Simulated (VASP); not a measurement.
Consider the following.

```
CELL_PARAMETERS angstrom
      0.00000     2.51046     2.51046
      2.51046     0.00000     2.51046
      2.51046     2.51046     0.00000
ATOMIC_POSITIONS crystal
  Hf 0.00000 0.00000 0.00000
  O  0.25000 0.25000 0.25000
  O  0.75000 0.75000 0.75000
```

Calculation: PBEsol GGA with spin-orbit coupling, VASP's PBE PAW potentials (set 64) (plane waves; VASP). Settings: 520 eV cut-off, 7×7×7 Γ-centred mesh, Gaussian smearing of 0.050 eV, potentials Hf_pv O.

**Question.** Give the energies of bands 15 to 28 at the high-symmetry points, in eV from the valence-band maximum.

**Answer.** 
```json
[
 {"band": "15", "Γ": "-5.56", "X": "-3.38", "U": "-3.43", "L": "-3.13", "W": "-2.72"},
 {"band": "16", "Γ": "-5.56", "X": "-3.38", "U": "-3.43", "L": "-3.13", "W": "-2.72"},
 {"band": "17", "Γ": "-0.73", "X": "-1.63", "U": "-2.35", "L": "-2.85", "W": "-2.56"},
 {"band": "18", "Γ": "-0.73", "X": "-1.63", "U": "-2.35", "L": "-2.85", "W": "-2.56"},
 {"band": "19", "Γ": "-0.58", "X": "-1.57", "U": "-1.34", "L": "-1.98", "W": "-1.45"},
 {"band": "20", "Γ": "-0.58", "X": "-1.57", "U": "-1.34", "L": "-1.98", "W": "-1.45"},
 {"band": "21", "Γ": "-0.58", "X": "0.00", "U": "-0.35", "L": "-1.76", "W": "-0.22"},
 {"band": "22", "Γ": "-0.58", "X": "0.00", "U": "-0.35", "L": "-1.76", "W": "-0.22"},
 {"band": "23", "Γ": "3.82", "X": "3.73", "U": "4.29", "L": "4.47", "W": "4.82"},
 {"band": "24", "Γ": "3.82", "X": "3.73", "U": "4.29", "L": "4.47", "W": "4.82"},
 {"band": "25", "Γ": "3.82", "X": "5.50", "U": "5.45", "L": "4.71", "W": "5.15"},
 {"band": "26", "Γ": "3.82", "X": "5.50", "U": "5.45", "L": "4.71", "W": "5.15"},
 {"band": "27", "Γ": "5.88", "X": "6.89", "U": "7.15", "L": "7.25", "W": "7.22"},
 {"band": "28", "Γ": "5.88", "X": "6.89", "U": "7.15", "L": "7.25", "W": "7.22"}
]
```

The gap is direct, 3.73 eV, from the valence maximum at X to the conduction minimum at X.

The compound is HfO2 in the fluorite structure, the high-temperature cubic form, which is unstable at 0 K; the monoclinic form is the stable one. It was relaxed first.
